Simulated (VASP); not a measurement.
Consider the following.

```xyz
3
Lattice="4.5596 0.0000 0.0000 -2.2798 3.9487 0.0000 0.0000 0.0000 2.5954" Properties=species:S:1:pos:R:3 pbc="T T T"
Fe     0.0000     0.0000     0.0000
Ge     0.0000     2.6325     1.2977
Ge     2.2798     1.3162     1.2977
```
Starting moments (μB, in the order of the record's atoms Fe Ge Ge): 3.1 0.0 0.0.

Computed with r2SCAN meta-GGA, VASP's PBE PAW potentials (set 64) (plane waves; VASP). Settings: 400 eV cut-off, 9×9×13 Γ-centred mesh, tetrahedra with Blöchl corrections, potentials Fe Ge_d.

Task: Give the spin-up energies of bands 12 to 23 at the high-symmetry points, in eV from the Fermi level.

Result: 
```tsv
band	Γ	M	K	A	L	H
12	-6.74	-11.23	-11.82	-7.27	-6.29	-7.51
13	-5.64	-5.72	-7.80	-4.71	-5.46	-5.08
14	-5.64	-5.51	-4.28	-4.71	-5.16	-5.08
15	-4.54	-4.00	-3.83	-3.58	-5.00	-3.48
16	-3.11	-3.88	-3.83	-3.58	-3.43	-3.46
17	-3.11	-3.14	-3.13	-1.63	-3.35	-3.45
18	-1.60	-3.12	-3.13	-1.25	-2.97	-2.96
19	-1.60	-2.64	0.54	-0.84	-1.57	-2.95
20	-1.37	3.42	0.54	-0.53	-0.35	-2.76
21	-1.37	4.76	1.97	-0.53	0.16	1.96
22	1.23	5.23	7.02	4.67	3.35	5.17
23	7.77	6.22	10.21	4.99	3.40	5.17
```

Task: Give the spin-down energies of bands 12 to 23 at the high-symmetry points, in eV from the Fermi level.

Result: 
```json
[
 {"band": "12", "Γ": "-6.68", "M": "-11.20", "K": "-11.78", "A": "-7.11", "L": "-6.30", "H": "-7.18"},
 {"band": "13", "Γ": "-4.84", "M": "-5.78", "K": "-7.90", "A": "-1.52", "L": "-5.39", "H": "-4.76"},
 {"band": "14", "Γ": "-4.84", "M": "-5.18", "K": "-2.11", "A": "-1.52", "L": "-4.33", "H": "-4.76"},
 {"band": "15", "Γ": "-2.63", "M": "-1.74", "K": "-1.51", "A": "-1.08", "L": "-3.18", "H": "-3.65"},
 {"band": "16", "Γ": "-1.68", "M": "-0.85", "K": "-1.51", "A": "-0.84", "L": "-0.16", "H": "-0.75"},
 {"band": "17", "Γ": "-1.68", "M": "0.76", "K": "1.66", "A": "-0.32", "L": "-0.03", "H": "0.26"},
 {"band": "18", "Γ": "1.58", "M": "1.62", "K": "1.66", "A": "-0.32", "L": "0.23", "H": "0.26"},
 {"band": "19", "Γ": "1.58", "M": "1.71", "K": "1.80", "A": "-0.21", "L": "0.78", "H": "0.50"},
 {"band": "20", "Γ": "1.72", "M": "3.42", "K": "1.80", "A": "-0.21", "L": "1.37", "H": "0.50"},
 {"band": "21", "Γ": "1.72", "M": "5.59", "K": "2.86", "A": "1.32", "L": "2.07", "H": "3.39"},
 {"band": "22", "Γ": "2.58", "M": "5.86", "K": "6.86", "A": "4.96", "L": "3.38", "H": "5.50"},
 {"band": "23", "Γ": "7.92", "M": "6.47", "K": "10.41", "A": "6.11", "L": "4.57", "H": "5.50"}
]
```

It has no gap at this level: it comes out as a metal or semimetal.

The structure was generated: FeGe2 was put into the AlB2 type (P6/mmm), which need not be its known phase. It was relaxed first, which changed the volume by -45 %.
